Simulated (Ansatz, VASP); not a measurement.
**Two plane-wave programs on W2IF**

INCAR

```
SYSTEM = W2IF
PREC = Accurate ; ENCUT = 600
EDIFF = 1E-6 ; ISMEAR = 0
SIGMA = 0.1 ; LREAL = .False.
LASPH = .True. ; NELM = 100
ALGO = Normal ; ISIF = 3
LWAVE = .False. ; LCHARG = .False.
GGA = PE ; IBRION = 2
NSW = 100 ; EDIFFG = -0.01
```

Contents of KPOINTS:

```
regular mesh
0
Gamma
  12 12 10
  0 0 0
```

File POSCAR:

```
W2IF
1.0
    3.8658866613      0.0000000000      0.0000000000
    0.0000000000      3.8658866613      0.0000000000
    0.0000000000      0.0000000000      4.6449222720
W I F
2 1 1
Direct
    0.0000000000      0.5000000000      0.0000000000
    0.5000000000      0.0000000000      0.0000000000
    0.5000000000      0.5000000000      0.5000000000
    0.0000000000      0.0000000000      0.5000000000
```

Input for Ansatz:

```yaml
crystal:
  lattice:
    - [3.8658866613, 0.0, 0.0]
    - [0.0, 3.8658866613, 0.0]
    - [0.0, 0.0, 4.644922272]
  atoms:
    - { symbol: W, position: [0.0, 0.5, 0.0] }
    - { symbol: W, position: [0.5, 0.0, 0.0] }
    - { symbol: I, position: [0.5, 0.5, 0.5] }
    - { symbol: F, position: [0.0, 0.0, 0.5] }
basis:
  ecutwfc: 420
kpoints:
  mp_grid: { grid: [12, 12, 10] }
hamiltonian:
  xc: pbe
scf:
  occupations: { method: gaussian, width: 0.1 }
output:
  forces: true
  stress: true
  eigenvalues: true
  write_density: true
  write_potential: true
  elf: true
  volumetric_format: npy
relax:
  adjacent_minimum: "off"
  f_tol: 0.01
  max_steps: 80
  cell: { stress_tol: 0.05 }
```

Alike in both runs: task relaxation of cell and atoms; functional PBE; k mesh 12 × 12 × 10; occupations gaussian, width 0.1 eV; no spin polarisation.

|  | VASP | Ansatz |
| --- | --- | --- |
| version | VASP 6.6.1 | Ansatz 0.2.0 |
| potentials or method | VASP PAW PBE potentials, release 64 (W_sv, I, F) | scalar-relativistic, plane waves, PAW |
| plane-wave cutoff (eV) | 600 | 420 |
| valence electrons in the cell | 42 | 52 |

VASP gave:

```
gap on the k mesh at the Fermi level, each at its own relaxed structure (eV) : none
relaxed volume (Å³/atom)                                                     : 17.43
relaxed cell length with the largest relative difference (Å)                 : 4.775
energy change over the relaxation (meV/atom)                                 : -5
```

Question: What did Ansatz give for the same quantities?

Answer: gap on the k mesh at the Fermi level, each at its own relaxed structure (eV): none; relaxed volume (Å³/atom): 17.44; relaxed cell length with the largest relative difference (Å): 4.780; energy change over the relaxation (meV/atom): -6.

A gap of «none» marks a metal or a gap that the smearing closes. The two sets of potentials don't hold the same shells in valence.

Spin-orbit coupling is left out, which matters for the levels of I, W.
